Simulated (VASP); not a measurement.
Output of a VASP run:

OUTCAR:
```
 ion  position               nearest neighbor table
   1  0.008  0.992  0.992-   8 2.73   6 2.86   7 2.86   5 2.86
   2  0.492  0.508  0.992-   8 2.73   6 2.86   7 2.86   5 2.86
   3  0.492  0.992  0.508-   8 2.73   6 2.86   7 2.86   5 2.86
   4  0.008  0.508  0.508-   8 2.73   6 2.86   7 2.86   5 2.86
   5  0.250  0.250  0.250-   1 2.86   2 2.86   3 2.86   4 2.86
   6  0.750  0.750  0.250-   1 2.86   2 2.86   3 2.86   4 2.86
   7  0.750  0.250  0.750-   1 2.86   2 2.86   3 2.86   4 2.86
   8  0.250  0.750  0.750-   1 2.73   2 2.73   3 2.73   4 2.73
  LATTYP: Found a simple cubic cell.
 ALAT       =     6.5272847103
 Subroutine PRICEL returns:
 Original cell was already a primitive cell.
 Subroutine GETGRP returns: Found 24 space group operations
The static configuration has the point symmetry C_3v.
 The point group associated with its full space group is T_d .
The dynamic configuration has the point symmetry C_3v.
 Subroutine INISYM returns: Found 24 space group operations
 Subroutine IBZKPT returns following result:
 Found      4 irreducible k-points:

 Following reciprocal coordinates:
            Coordinates               Weight
  0.000000  0.000000  0.000000      1.000000
  0.333333  0.000000  0.000000      6.000000
  0.333333  0.333333  0.000000     12.000000
  0.333333  0.333333  0.333333      8.000000
   k-points           NKPTS =      4   k-points in BZ     NKDIM =      4   number of bands    NBANDS=     43
   number of dos      NEDOS =    301   number of ions     NIONS =      8
   total plane-waves  NPLWV = 110592
   dimension x,y,z NGX =    48 NGY =   48 NGZ =   48
   dimension x,y,z NGXF=    96 NGYF=   96 NGZF=   96
   ions per type =               4   3   1
   PREC   = accura    normal or accurate (medium, high low for compatibility)
   ISTART =      0    job   : 0-new  1-cont  2-samecut
   ICHARG =      2    charge: 1-file 2-atom 10-const
   ISPIN  =      1    spin polarized calculation?
   LNONCOLLINEAR =      F non collinear calculations
   LSORBIT =      F    spin-orbit coupling
   INIWAV =      1    electr: 0-lowe 1-rand  2-diag
   ENCUT  =  400.0 eV  29.40 Ry    5.42 a.u.  10.64 10.64 10.64*2*pi/ulx,y,z
   NELM   =    100;   NELMIN=  2; NELMDL= -5     # of ELM steps
   EDIFF  = 0.1E-05   stopping-criterion for ELM
   LREAL  =      F    real-space projection
   NLSPLINE    = F    spline interpolate recip. space projectors
   LMAXMIX     =    4 max onsite mixed and CHGCAR
   VOSKOWN=      0    Vosko Wilk Nusair interpolation
   EDIFFG = 0.1E-04   stopping-criterion for IOM
   NSW    =      0    number of steps for IOM
   NBLOCK =      1;   KBLOCK =      1    inner block; outer block
   IBRION =     -1    ionic relax: 0-MD 1-quasi-New 2-CG
   NFREE  =      0    steps in history (QN), initial steepest desc. (CG)
   ISIF   =      2    stress and relaxation
   ISYM   =      2    0-nonsym 1-usesym 2-fastsym
   TEIN   =    0.0    initial temperature
   TEBEG  =    0.0;   TEEND  =   0.0 temperature during run
   SMASS  =  -3.00    Nose mass-parameter (am)
   PSTRESS=    0.0 pullay stress
   NELECT =      72.0000    total number of electrons
   EFERMI =   0.00;   METHOD = LEGACY
   ISMEAR =     0;   SIGMA  =   0.05  broadening in eV -4-tet -1-fermi 0-gaus
   IALGO  =     38    algorithm
   LDIAG  =      T    sub-space diagonalisation (order eigenvalues)
   IMIX   =      4    mixing-type and parameters
     AMIX     =   0.40;   BMIX     =  1.00
     AMIX_MAG =   1.60;   BMIX_MAG =  1.00
     AMIN     =   0.10
   GGA     = PE    functional components
   VOSKOWN =     0    Vosko Wilk Nusair interpolation
   LHFCALC =     F    Hartree Fock is set to
   LHFONE  =     F    Hartree Fock one center treatment
   AEXX    =    0.0000 exact exchange contribution
   IVDW    =     0    specifies the selected vdW correction
   LEPSILON=     F    determine dielectric tensor
   LRPA    =     F    only Hartree local field effects (RPA)
  energy-cutoff  :      400.00
  volume of cell :      278.10
      direct lattice vectors                 reciprocal lattice vectors
     6.527284710  0.000000000  0.000000000     0.153203061  0.000000000  0.000000000
     0.000000000  6.527284710  0.000000000     0.000000000  0.153203061  0.000000000
...
```

File OSZICAR:
```
       N       E                     dE             d eps       ncg     rms          rms(c)
DAV:   1     0.614328018202E+03    0.61433E+03   -0.26949E+04   344   0.143E+03
DAV:   2     0.471754242114E+02   -0.56715E+03   -0.55896E+03   361   0.395E+02
DAV:   3    -0.249776444884E+02   -0.72153E+02   -0.70523E+02   402   0.167E+02
DAV:   4    -0.287518880258E+02   -0.37742E+01   -0.37569E+01   416   0.399E+01
DAV:   5    -0.289305615287E+02   -0.17867E+00   -0.17852E+00   519   0.784E+00    0.781E+00
DAV:   6    -0.284074214493E+02    0.52314E+00   -0.11680E+00   474   0.977E+00    0.453E+00
DAV:   7    -0.283743311760E+02    0.33090E-01   -0.58690E-01   498   0.367E+00    0.124E+00
DAV:   8    -0.283736308774E+02    0.70030E-03   -0.66106E-02   458   0.213E+00    0.530E-01
DAV:   9    -0.283759666564E+02   -0.23358E-02   -0.98631E-03   431   0.699E-01    0.265E-01
DAV:  10    -0.283771202972E+02   -0.11536E-02   -0.19218E-03   423   0.170E-01    0.109E-01
DAV:  11    -0.283773595056E+02   -0.23921E-03   -0.36649E-04   375   0.109E-01    0.244E-02
DAV:  12    -0.283773849497E+02   -0.25444E-04   -0.87175E-05   474   0.476E-02    0.200E-02
DAV:  13    -0.283773979340E+02   -0.12984E-04   -0.30716E-05   303   0.232E-02    0.103E-02
DAV:  14    -0.283774000446E+02   -0.21106E-05   -0.12140E-06   277   0.611E-03    0.325E-03
DAV:  15    -0.283774004501E+02   -0.40549E-06   -0.14134E-06   258   0.561E-03
   1 F= -.28377400E+02 E0= -.28375972E+02  d E =-.285671E-02
```

OUTCAR:
```
------------------------ aborting loop because EDIFF is reached ----------------------------------------
  FORCE on cell =-STRESS in cart. coord.  units (eV):
  Direction    XX          YY          ZZ          XY          YZ          ZX
  --------------------------------------------------------------------------------------
  Total        0.0458507      0.0458507      0.0458507     -0.0000000      0.0000000     -0.0000000
  in kB        0.2641549      0.2641549      0.2641549     -0.0000000      0.0000000     -0.0000000
  external PRESSURE =       0.2641549 kB  Pullay stress =       0.0000000 kB
  volume of cell :      278.10
      direct lattice vectors                 reciprocal lattice vectors
     6.527284710  0.000000000  0.000000000     0.153203061  0.000000000  0.000000000
     0.000000000  6.527284710  0.000000000     0.000000000  0.153203061  0.000000000
     0.000000000  0.000000000  6.527284710     0.000000000  0.000000000  0.153203061
 POSITION                                       TOTAL-FORCE (eV/Angst)
 -----------------------------------------------------------------------------------
      0.05490      6.47238      6.47238         0.000487     -0.000487     -0.000487
      3.20874      3.31855      6.47238        -0.000487      0.000487     -0.000487
      3.20874      6.47238      3.31855        -0.000487     -0.000487      0.000487
      0.05490      3.31855      3.31855         0.000487      0.000487      0.000487
      1.63182      1.63182      1.63182        -0.000000     -0.000000      0.000000
      4.89546      4.89546      1.63182        -0.000000     -0.000000      0.000000
      4.89546      1.63182      4.89546        -0.000000     -0.000000     -0.000000
      1.63182      4.89546      4.89546        -0.000000      0.000000     -0.000000
 -----------------------------------------------------------------------------------
    total drift:                               -0.000000     -0.000000     -0.000000
  FREE ENERGIE OF THE ION-ELECTRON SYSTEM (eV)
  ---------------------------------------------------
  free  energy   TOTEN  =       -28.3774004501 eV

  energy  without entropy=      -28.3745437405  energy(sigma->0) =      -28.37597210
```
(Selected blocks of OUTCAR.)

File POSCAR:
```
In4AsSb3
1
    6.5272847103     0.0000000000     0.0000000000
    0.0000000000     6.5272847103     0.0000000000
    0.0000000000     0.0000000000     6.5272847103
In Sb As
4 3 1
Direct
  0.0084112768   0.9915887232   0.9915887232
  0.4915887232   0.5084112768   0.9915887232
  0.4915887232   0.9915887232   0.5084112768
  0.0084112768   0.5084112768   0.5084112768
  0.2500000000   0.2500000000   0.2500000000
  0.7500000000   0.7500000000   0.2500000000
  0.7500000000   0.2500000000   0.7500000000
  0.2500000000   0.7500000000   0.7500000000
```

**Question.** Reconstruct the remaining input files.

**Answer.** This is not unique; one that fits is the input of the run itself, PBE GGA, plane waves, VASP's PBE PAW potentials (set 64).

### INCAR
```
SYSTEM = In4AsSb3
PREC = Accurate
ENCUT = 400
EDIFF = 1E-6
NELM = 100
ALGO = Normal
LREAL = .FALSE.
LASPH = .TRUE.
ISMEAR = 0
SIGMA = 0.05
GGA = PE
LMAXMIX = 4
LWAVE = .FALSE.
LCHARG = .TRUE.
```

**KPOINTS**
```
K-points
0
G
  3 3 3
0 0 0
```

POTCAR, in this order: In_d Sb As (PBE.64 set). Program: vasp_std.

The structure was generated: In4AsSb3 was put into an ordered model structure (P-43m), which need not be its known phase. It was relaxed first, which changed the volume by +7 %. The k-mesh is coarse (spacing up to 0.32 per Å, 2π included), so the numbers may not be converged in it.
